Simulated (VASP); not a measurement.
Crystal: YMg6Si.

```
Y Si Mg
1.0
     5.08297    0.00000    0.00000
     0.00000    3.03137    5.84089
     0.00000   -3.03137    5.84089
Y Si Mg
1 1 6
Direct
  0.50000 0.17733 0.17733
  0.50000 0.66066 0.66066
  0.00000 0.82003 0.82003
  0.00000 0.33872 0.33872
  0.00000 0.33013 0.82399
  0.00000 0.82399 0.33013
  0.50000 0.17482 0.67432
  0.50000 0.67432 0.17482
```

The cell comes from a database or a generator and needn't be the stable form of this composition.

| Quantity | Value |
| --- | --- |
| Program | VASP 6.6.1 |
| Task | single point |
| Functional | PBE |
| Potentials or basis | VASP PAW PBE potentials, release 64 (Y_sv, Si, Mg) |
| Cutoff | 520 eV |
| k mesh | 5 × 5 × 5 |
| Occupations | fermi-dirac, width 0.05 eV |
| Spin | no spin polarisation |

On this cell: pressure -0.1 GPa; largest force 0.090 eV/Å; band gap on the k mesh none (metal or under the smearing width).

The same run follows on a disturbed copy (atoms moved at random, drawn with an rms of 0.05 Å):

```
Y Si Mg
1.0
     5.08297    0.00000    0.00000
     0.00000    3.03137    5.84089
     0.00000   -3.03137    5.84089
Y Si Mg
1 1 6
Direct
  0.49573 0.18460 0.17093
  0.49318 0.65696 0.66998
  0.00220 0.81821 0.83123
  0.99851 0.32968 0.35456
  0.01157 0.32973 0.82486
  0.99247 0.83352 0.32328
  0.49105 0.17305 0.67774
  0.49283 0.67176 0.16957
```

Question: What changes?

Answer: The energy (extrapolated to zero smearing) moves by +6.8 meV/atom; pressure 0.0 GPa; largest force 0.335 eV/Å; band gap on the k mesh none (metal or under the smearing width).

Forces in eV/Å, atoms in the order of the input:
```
Y    0.139 -0.267  0.052
Si   0.041  0.210 -0.052
Mg  -0.103 -0.047 -0.208
Mg  -0.117  0.182 -0.071
Mg  -0.307  0.124  0.051
Mg   0.019 -0.212 -0.021
Mg   0.243  0.053  0.021
Mg   0.084 -0.043  0.227
```

Stress tensor (GPa, compression positive):
```
-0.29 -0.36  0.07
-0.36  0.81 -0.20
 0.07 -0.20 -0.37
```
